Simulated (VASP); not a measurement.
# HgPd₃ (space group Pm-3m): computed properties

Method: PBEsol GGA, VASP's PBE PAW potentials (set 64) (plane waves; VASP).

```json
{
  "space_group": "Pm-3m (221)",
  "cell": "a = 3.975 Å, b = 3.975 Å, c = 3.975 Å, α = 90.00°, β = 90.00°, γ = 90.00°",
  "volume_per_atom": "15.70 Å³/atom",
  "band gap (over mesh and band path)": "none (metal, semimetal or under 0.01 eV)",
  "hill_bulk_modulus": "176 GPa",
  "hill_shear_modulus": "31.8 GPa",
  "Poisson's ratio": "0.414",
  "density": "13.74 g/cm³",
  "optical Γ-point spectrum": "118 (×3), 144 (×3), 198 (×3) cm⁻¹",
  "C11": "192 GPa",
  "C12": "167 GPa",
  "C44": "58.3 GPa"
}
```

HgPd$_{3}$ has the cubic space group Pm-3m (No. 221), the Cu3Au type structure, Pearson symbol cP4. Conventional cell: a = b = c = 3.9751 Å, α = β = γ = 90.00°. Hg on 1a has 12 Pd at 2.811 Å (cuboctahedral). Pd on 3c is coordinated by 8 Pd at 2.811 Å and 4 Hg at 2.811 Å (cuboctahedral). (Neighbours: up to the widest gap in distance over summed covalent radii, below 1.35, at either atom.)

Finite-difference elastic constants of metals are sensitive to mesh and smearing; shear constants can be off by tens of GPa. Unless said otherwise, spin-orbit coupling is left out, though it shifts the bands of the heavy elements here.

The structure comes from a computed database's HgPd3 entry (Pm-3m); how it stands against other phases isn't given here. It was relaxed first. Symmetry was kept, so distortions that lower it aren't found.
